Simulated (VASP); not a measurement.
A convergence study with VASP on LiF (rock salt): one setting is varied, all else stays as given below, so the limit is that of these other settings.

```
LiF
1.0
    0.00000     2.01500     2.01500
    2.01500     0.00000     2.01500
    2.01500     2.01500     0.00000
Li F
1 1
Cartesian
  0.00000   0.00000   0.00000
  2.01500   2.01500   2.01500
```

Calculation: PBE GGA, VASP's PBE PAW potentials (set 64) (plane waves; VASP 6.6.1). The tightest run used: 700 eV cut-off, 17×17×17 Monkhorst-Pack mesh, Gaussian smearing of 0.050 eV, potentials Li_sv F.

Problem. The settings run are 1×1×1 mesh; 2×2×2 mesh; 3×3×3 mesh; 4×4×4 mesh; 5×5×5 mesh; 6×6×6 mesh; 7×7×7 mesh; 8×8×8 mesh; 9×9×9 mesh; 10×10×10 mesh; 11×11×11 mesh; 12×12×12 mesh; 13×13×13 mesh; 14×14×14 mesh; 15×15×15 mesh; 16×16×16 mesh; 17×17×17 mesh. From which on does the energy per atom stay within 0.002 eV/atom of the tightest run?

Solution. From 4×4×4 mesh on: it is off by 0.0000 there and by no more than 0.002 in any finer run, while 3×3×3 mesh is off by 0.0099.
| setting | E (eV/atom) | pressure (GPa) | irreducible k-points | difference judged (eV/atom) |
|---|---|---|---|---|
| 1×1×1 mesh | -1.4711 | 78.94 | 1 | 3.3504 |
| 2×2×2 mesh | -4.8232 | 0.97 | 2 | 0.0016 |
| 3×3×3 mesh | -4.8117 | 1.49 | 4 | 0.0099 |
| 4×4×4 mesh | -4.8216 | 1.08 | 10 | 0.0000 |
| 5×5×5 mesh | -4.8214 | 1.08 | 10 | 0.0001 |
| 6×6×6 mesh | -4.8216 | 1.08 | 28 | 0.0000 |
| 7×7×7 mesh | -4.8215 | 1.10 | 20 | 0.0000 |
| 8×8×8 mesh | -4.8215 | 1.07 | 60 | 0.0000 |
| 9×9×9 mesh | -4.8216 | 1.10 | 35 | 0.0000 |
| 10×10×10 mesh | -4.8215 | 1.07 | 110 | 0.0000 |
| 11×11×11 mesh | -4.8216 | 1.10 | 56 | 0.0000 |
| 12×12×12 mesh | -4.8216 | 1.07 | 182 | 0.0000 |
| 13×13×13 mesh | -4.8215 | 1.10 | 84 | 0.0000 |
| 14×14×14 mesh | -4.8215 | 1.07 | 280 | 0.0000 |
| 15×15×15 mesh | -4.8216 | 1.10 | 120 | 0.0000 |
| 16×16×16 mesh | -4.8216 | 1.07 | 408 | 0.0000 |
| 17×17×17 mesh | -4.8215 | 1.10 | 165 | 0.0000 |

Left out are rungs that failed or repeat a setting and relaxations that didn't move; long series are thinned to 24 rows.

The compound is LiF in the rock salt structure. The cell was not relaxed at this level.
